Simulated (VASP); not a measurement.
Method: PBE GGA, VASP's PBE PAW potentials (set 64) (plane waves; VASP).

The input files of a VASP run:

### INCAR
```
SYSTEM=Ge(SbTe2)2
PREC=Accurate; ENCUT=300; LREAL=.FALSE.
LASPH=.TRUE.
EDIFF=1E-6; NELM=100; ALGO=Normal
LMAXMIX=4
ISMEAR=-1; SIGMA=0.1
GGA=PE
ISIF=2
LWAVE=.FALSE.; LCHARG=.FALSE.
```

### KPOINTS
```
Automatic mesh
0
Gamma
2 2 2
0.5 0.5 0.5
```

POSCAR:
```
Ge(SbTe2)2
1
    2.1147180000     1.2209330000    13.7679500000
   -2.1147180000     1.2209330000    13.7679500000
    0.0000000000    -2.4418660000    13.7679500000
Ge Sb Te
1 2 4
Direct
  0.0000000000   0.0000000000   0.0000000000
  0.4273000000   0.4273000000   0.4273000000
  0.5727000000   0.5727000000   0.5727000000
  0.1327000000   0.1327000000   0.1327000000
  0.8673000000   0.8673000000   0.8673000000
  0.2898000000   0.2898000000   0.2898000000
  0.7102000000   0.7102000000   0.7102000000
```

POTCAR, in this order: Ge_d Sb Te (PBE.64 set). Program: vasp_std.

What VASP printed:

**OSZICAR**
```
       N       E                     dE             d eps       ncg     rms          rms(c)
DAV:   1     0.280444315830E+03    0.28044E+03   -0.14143E+04   120   0.139E+03
DAV:   2     0.177124005271E+02   -0.26273E+03   -0.25572E+03   124   0.345E+02
DAV:   3    -0.226991850159E+02   -0.40412E+02   -0.38684E+02   152   0.105E+02
DAV:   4    -0.244140875123E+02   -0.17149E+01   -0.16800E+01   128   0.237E+01
DAV:   5    -0.245062581614E+02   -0.92171E-01   -0.88457E-01   168   0.498E+00    0.129E+01
DAV:   6    -0.243006755836E+02    0.20558E+00   -0.73754E-01   152   0.396E+00    0.779E+00
DAV:   7    -0.243646839344E+02   -0.64008E-01   -0.66091E-01   156   0.384E+00    0.256E+00
DAV:   8    -0.243096887458E+02    0.54995E-01   -0.28796E-01   168   0.289E+00    0.946E-01
DAV:   9    -0.243046621374E+02    0.50266E-02   -0.41537E-02   140   0.905E-01    0.660E-01
DAV:  10    -0.243052384536E+02   -0.57632E-03   -0.49947E-03   144   0.324E-01    0.416E-01
DAV:  11    -0.243055173661E+02   -0.27891E-03   -0.86698E-04   148   0.172E-01    0.230E-01
DAV:  12    -0.243056120496E+02   -0.94683E-04   -0.35832E-04   136   0.884E-02    0.128E-01
DAV:  13    -0.243055981458E+02    0.13904E-04   -0.97659E-05   140   0.401E-02    0.645E-02
DAV:  14    -0.243056001126E+02   -0.19668E-05   -0.12276E-05   128   0.168E-02    0.509E-02
DAV:  15    -0.243056000971E+02    0.15452E-07   -0.23718E-05   140   0.175E-02    0.537E-03
DAV:  16    -0.243056008592E+02   -0.76204E-06   -0.25908E-06   112   0.816E-03
   1 F= -.24305601E+02 E0= -.24277965E+02  d E =-.552726E-01
```

OUTCAR:
```
------------------------ aborting loop because EDIFF is reached ----------------------------------------
  FORCE on cell =-STRESS in cart. coord.  units (eV):
  Direction    XX          YY          ZZ          XY          YZ          ZX
  --------------------------------------------------------------------------------------
  Total       11.9752336     11.9752335     -3.4503717     -0.0000000     -0.0000000      0.0000000
  in kB       89.9559205     89.9559195    -25.9186057     -0.0000000     -0.0000000      0.0000000
  external PRESSURE =      51.3310781 kB  Pullay stress =       0.0000000 kB
  volume of cell :      213.29
      direct lattice vectors                 reciprocal lattice vectors
     2.114718000  1.220933000 13.767950000     0.236438144  0.136507627  0.024210818
    -2.114718000  1.220933000 13.767950000    -0.236438144  0.136507627  0.024210818
     0.000000000 -2.441866000 13.767950000     0.000000000 -0.273015254  0.024210818
 POSITION                                       TOTAL-FORCE (eV/Angst)
 -----------------------------------------------------------------------------------
      0.00000      0.00000      0.00000         0.000000      0.000000     -0.000000
      0.00000      0.00000     17.64914        -0.000000      0.000000     -0.404050
      0.00000      0.00000     23.65471        -0.000000     -0.000000      0.404050
      0.00000      0.00000      5.48102        -0.000000      0.000000     -0.227514
      0.00000      0.00000     35.82283        -0.000000      0.000000      0.227514
      0.00000      0.00000     11.96986        -0.000000      0.000000      0.189900
      0.00000      0.00000     29.33399        -0.000000     -0.000000     -0.189900
 -----------------------------------------------------------------------------------
    total drift:                                0.000000      0.000000      0.000000
  FREE ENERGIE OF THE ION-ELECTRON SYSTEM (eV)
  ---------------------------------------------------
  free  energy   TOTEN  =       -24.3056008592 eV

  energy  without entropy=      -24.2503282173  energy(sigma->0) =      -24.27796454
```
(Selected blocks of OUTCAR.)

At this cut-off the stress carries a Pulay error, which pulls relaxed volumes low.

The structure was generated: GeSb2Te4 was put into an ordered model structure, which need not be its known phase. The cell was not relaxed at this level. The k-mesh is coarse (spacing up to 0.86 per Å, 2π included), so the numbers may not be converged in it. The run is one of a series of settings (KPOINTS 2×2×2 Γ-centred mesh shifted by (0.5, 0.5, 0.5) against the base run), some of them coarse on purpose.
